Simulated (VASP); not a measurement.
Method: vdW-DF2, VASP's PBE PAW potentials (set 64) (plane waves; VASP).

VASP ran on this input.

**INCAR**
```
! general
SYSTEM   = KCl
PREC     = Accurate
ENCUT    = 520
LREAL    = F
LASPH    = T

! electronic loop
EDIFF    = 1E-6
NELM     = 100
ALGO     = Normal

! smearing
ISMEAR   = 0
SIGMA    = 0.05

! functional
GGA      = ML
LUSE_VDW = T
AGGAC    = 0.0
ZAB_VDW  = -1.8867

! ions
IBRION   = 2
NSW      = 60
ISIF     = 3
EDIFFG   = -0.01

! output
LWAVE    = F
LCHARG   = F
```

KPOINTS:
```
Automatic mesh
0
Gamma
7 7 7
0 0 0
```

File POSCAR:
```
KCl
1
    0.0000000000     3.1450000000     3.1450000000
    3.1450000000     0.0000000000     3.1450000000
    3.1450000000     3.1450000000     0.0000000000
K Cl
1 1
Direct
  0.0000000000   0.0000000000   0.0000000000
  0.5000000000   0.5000000000   0.5000000000
```

POTCAR, in this order: K_sv Cl (PBE.64 set). Program: vasp_std.

Energy and stress use the plane-wave basis of the starting cell.

Task: What does the run give for the energy per atom (σ→0), volume per atom, band gap (on the k-mesh)?

Result: 
- energy per atom (σ→0) = -1.732 eV/atom
- band gap (on the k-mesh) = 4.79 eV
- volume per atom = 31.88 Å³/atom

### OSZICAR
```
...
       N       E                     dE             d eps       ncg     rms          rms(c)
DAV:   1    -0.346485012681E+01   -0.76137E-03   -0.15878E-02   524   0.127E+00    0.192E-01
DAV:   2    -0.346422710983E+01    0.62302E-03   -0.15783E-03   596   0.353E-01    0.630E-02
DAV:   3    -0.346411494200E+01    0.11217E-03   -0.32111E-04   692   0.154E-01    0.567E-02
DAV:   4    -0.346411865056E+01   -0.37086E-05   -0.33164E-05   868   0.304E-02    0.270E-02
DAV:   5    -0.346412275875E+01   -0.41082E-05   -0.85726E-06   856   0.153E-02    0.337E-03
DAV:   6    -0.346412261636E+01    0.14239E-06   -0.14748E-07   324   0.388E-03
   4 F= -.34641226E+01 E0= -.34641226E+01  d E =-.237510E-02
```

The compound is KCl in the rock salt structure. This run relaxes it. Symmetry was kept, so distortions that lower it aren't found.
